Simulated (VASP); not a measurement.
The system is Pt.

```
Pt
1.0
     2.77437    0.00000    0.00000
    -1.38718    2.40267    0.00000
     0.00000    0.00000    4.53054
Pt
2
Direct
  0.33333 0.66667 0.25000
  0.66667 0.33333 0.75000
```

This isn't the form of Pt at room conditions, which is fcc.

```yaml
Program: VASP 6.6.1
Task: relaxation of cell and atoms
Functional: LDA
Potentials_or_basis: VASP PAW LDA potentials, release 64 (Pt)
Cutoff: 600 eV
k_mesh: 18 × 18 × 10
Occupations: gaussian, width 0.1 eV
Spin: no spin polarisation
```

At the start: pressure -4.2 GPa; volume 15.10 Å³/atom.

Question: How do energy, volume and symmetry change on relaxing?

Answer: Over 9 steps the energy falls by 20.3 meV/atom and the volume is 14.89 Å³/atom (-1.4 %); space group P6_3/mmc (No. 194, to 0.05 Å).

Step by step:
| step | energy change (eV) | largest force (eV/Å) | pressure (GPa) | volume (Å³) |
| --- | --- | --- | --- | --- |
| 1 | 0.0000 | 0.0000 | -4.16 | 30.20 |
| 2 | 0.0175 | 0.0000 | 14.75 | 28.50 |
| 3 | -0.0208 | 0.0000 | 3.21 | 29.45 |
| 4 | -0.0381 | 0.0000 | 1.20 | 29.70 |
| 5 | -0.0399 | 0.0000 | 1.46 | 29.65 |
| 6 | -0.0367 | 0.0000 | -3.34 | 30.12 |
| 7 | -0.0405 | 0.0000 | 0.02 | 29.79 |
| 8 | -0.0405 | 0.0000 | 0.05 | 29.78 |
| 9 | -0.0405 | 0.0000 | 0.02 | 29.79 |

Final structure:
```xyz
2
Lattice="2.7124 0.0000 0.0000 -1.3562 2.3490 0.0000 0.0000 0.0000 4.6751" Properties=species:S:1:pos:R:3 pbc="T T T"
Pt    0.0000    1.5660    1.1688
Pt    1.3562    0.7830    3.5063
```
